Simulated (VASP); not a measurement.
A VASP calculation is set up with these files.

### POSCAR
```
O2
1.0
  4.0441800000   0.0000000000   0.0000000000
  0.0000000000   4.0441800000   0.0000000000
  0.0000000000   0.0000000000   8.7832700000
O
8
Cart
  2.2208290936   1.4354938235   4.6628799441
  0.5554155487   0.2240475720   6.8569144403
  1.7936383160   2.5699267553   0.2701470354
  3.4785771619   3.8549245085   2.4478270828
  0.2336201461   0.5409292959   1.9109233543
  2.5555780047   1.7796292765   8.5295740293
  3.8404786976   3.4972006108   6.3499353127
  1.4985870757   2.2745681574   4.1048788010
```

**KPOINTS**
```
Automatic mesh
0
Gamma
4 4 2
0 0 0
```

**INCAR**
```
EDIFF = 1E-6   ! SCF stop (eV)
LREAL = .FALSE.
LWAVE = .FALSE.
LASPH = .TRUE.   ! aspherical one-centre terms
LCHARG = .FALSE.
ENCUT = 400   ! plane-wave cut-off (eV)
PREC = Accurate
ISMEAR = -1   ! Fermi-Dirac
SIGMA = 0.02   ! width (eV)
ALGO = Normal   ! blocked Davidson
SYSTEM = O2
NELM = 100
ISIF = 2   ! forces and stress, cell fixed
GGA = PS
```

POTCAR, in this order: O (PBE.64 set). Program: vasp_std.

Write an equivalent input for Quantum ESPRESSO's pw.x.

One equivalent input (not run):
```
&CONTROL
  calculation = 'scf'
  pseudo_dir = './pseudo'
  outdir = './out'
  tprnfor = .true.
  tstress = .true.
/
&SYSTEM
  ibrav = 0
  nat = 8
  ntyp = 1
  ecutwfc = 84
  occupations = 'smearing'
  smearing = 'fermi-dirac'
  degauss = 0.00147
  input_dft = 'pbesol'
/
&ELECTRONS
  conv_thr = 7.3e-08
  electron_maxstep = 100
/
ATOMIC_SPECIES
  O 15.999 O.upf
CELL_PARAMETERS angstrom
     4.0441800    0.0000000    0.0000000
     0.0000000    4.0441800    0.0000000
     0.0000000    0.0000000    8.7832700
ATOMIC_POSITIONS crystal
  O    0.5491420  0.3549530  0.5308820
  O    0.1373370  0.0554000  0.7806790
  O    0.4435110  0.6354630  0.0307570
  O    0.8601440  0.9532030  0.2786920
  O    0.0577670  0.1337550  0.2175640
  O    0.6319150  0.4400470  0.9711160
  O    0.9496310  0.8647490  0.7229580
  O    0.3705540  0.5624300  0.4673520
K_POINTS automatic
  4 4 2 0 0 0
```
The two are equivalent in intent, not identical: the potentials are each code's own (VASP's PAW set, PseudoDojo norm-conserving files in pw.x), so ENCUT and ecutwfc are chosen apart and not converted; conv_thr bounds pw.x's estimated SCF error, while EDIFF bounds the energy change between steps.

The structure comes from a computed database's O2 entry; how it stands against other phases isn't given here. The cell was not relaxed at this level, atoms are displaced from their ideal sites. The k-mesh is coarse (spacing up to 0.39 per Å, 2π included), so the numbers may not be converged in it.
